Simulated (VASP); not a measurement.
Given:

```
CELL_PARAMETERS angstrom
      4.72649     0.00000     0.00000
     -2.36324     4.09326     0.00000
      0.00000     0.00000     6.79796
ATOMIC_POSITIONS crystal
  Nb 0.50000 0.00000 0.00000
  Nb 0.50000 0.50000 0.33333
  Nb 0.00000 0.50000 0.66667
  Si 0.16559 0.33118 0.00000
  Si 0.83441 0.16559 0.33333
  Si 0.66882 0.83441 0.66667
  Si 0.83441 0.66882 0.00000
  Si 0.16559 0.83441 0.33333
  Si 0.33118 0.16559 0.66667
```

The numbers are results of PBEsol GGA, VASP's PBE PAW potentials (set 64) (plane waves; VASP 6.6.1), not measurements. Run with 400 eV cut-off, 8×8×5 Γ-centred mesh, first-order Methfessel-Paxton smearing of 0.10 eV, potentials Nb_sv Si.

Task: The ions, cell shape and volume are relaxed. Predict the relaxed structure.

Result: 
```
CELL_PARAMETERS angstrom
      4.76679     0.00000     0.00000
     -2.38340     4.12816     0.00000
      0.00000     0.00000     6.56760
ATOMIC_POSITIONS crystal
  Nb 0.50000 0.00000 0.00000
  Nb 0.50000 0.50000 0.33333
  Nb 0.00000 0.50000 0.66667
  Si 0.15962 0.31923 0.00000
  Si 0.84038 0.15962 0.33333
  Si 0.68077 0.84038 0.66667
  Si 0.84038 0.68077 0.00000
  Si 0.15962 0.84038 0.33333
  Si 0.31923 0.15962 0.66667
```
Space group P6_222 (180), at a tolerance of 0.03 Å.

Task: How do energy and volume change from the first to the last step?

Result: The energy (σ→0) changes by -29.1 meV/atom and the volume by -1.7 %, in 10 ionic steps.

| step | E(σ→0) (eV) | max force (eV/Å) | pressure (GPa) | volume (Å³) |
|---|---|---|---|---|
| 1 | -73.0393 | 0.472 | -3.54 | 131.52 |
| 2 | -73.1650 | 0.398 | 6.68 | 125.34 |
| 3 | -73.2410 | 0.427 | 2.54 | 127.56 |
| 4 | -73.2849 | 0.166 | -1.20 | 130.25 |
| 5 | -73.2869 | 0.212 | -0.57 | 129.76 |
| 6 | -73.3011 | 0.019 | -0.28 | 129.44 |
| 7 | -73.3012 | 0.010 | -0.25 | 129.43 |
| 8 | -73.3010 | 0.001 | 0.35 | 129.04 |
| 9 | -73.3012 | 0.007 | -0.04 | 129.29 |
| 10 | -73.3012 | 0.006 | 0.03 | 129.24 |

The structure was generated: NbSi2 was put into the CrSi2 type (P6_222), a phase also known from measurement. This run relaxes it. Symmetry was kept, so distortions that lower it aren't found. The electron count is odd and the run is not spin-polarised, which forces a metal.
